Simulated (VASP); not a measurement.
Method: LDA (Ceperley-Alder, Perdew-Zunger), VASP's LDA PAW potentials (set 64) (plane waves; VASP 6.6.1). For the first row: Run with 520 eV cut-off, 8×8×8 Γ-centred mesh, Gaussian smearing of 0.050 eV, potentials Ag Br.

```tsv
system	energy (eV/atom)
AgBr (rock salt)	-3.2061
Ag atom	-0.1511
Br atom	-0.1567
```

Atoms are spin-polarised in a large box without symmetry, with the spin fixed by Hund's rule, and may not be in the lowest state of each functional; no zero-point energy is added.

Question: What is the cohesive energy per atom of AgBr?

Answer: The references average (1×(-0.1511) + 1×(-0.1567))/2 = -0.1539 eV, so the cohesive energy is -0.1539 − (-3.2061) = 3.052 eV/atom. Measured: 2.590 eV/atom at 0 K (as given by CRC Handbook of Chemistry and Physics, Standard Thermodynamic Properties of Chemical Substances; atomisation enthalpy at 298 K (2.576) less the gas atoms' H298-H0 (0.064), plus the solid's thermal (0.065) and zero-point (0.013) energy from a Debye model with theta = 133 K fitted to S(298) = 107.1 J/(mol K); atoms in their measured spin-orbit ground levels; the uncertainty is an estimate of this correction alone).
